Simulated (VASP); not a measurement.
```
CELL_PARAMETERS angstrom
      0.00000     3.48464     3.48464
      3.48464     0.00000     3.48464
      3.48464     3.48464     0.00000
ATOMIC_POSITIONS crystal
  Ba 0.00000 0.00000 0.00000
  Te 0.50000 0.50000 0.50000
```

Calculation: PBEsol GGA, VASP's PBE PAW potentials (set 64) (plane waves; VASP). Run with PREC = Normal, EDIFF = 1E-5, 400 eV cut-off, 7×7×7 Γ-centred mesh, Gaussian smearing of 0.050 eV, potentials Ba_sv Te.

Task: Predict the energy per atom (σ→0).

Result: 
| Item | Result |
|---|---|
| energy per atom (σ→0) | -4.596 eV/atom |

Only differences to runs with the same potentials and settings are physical.

The compound is BaTe in the rock salt structure. It was relaxed first.
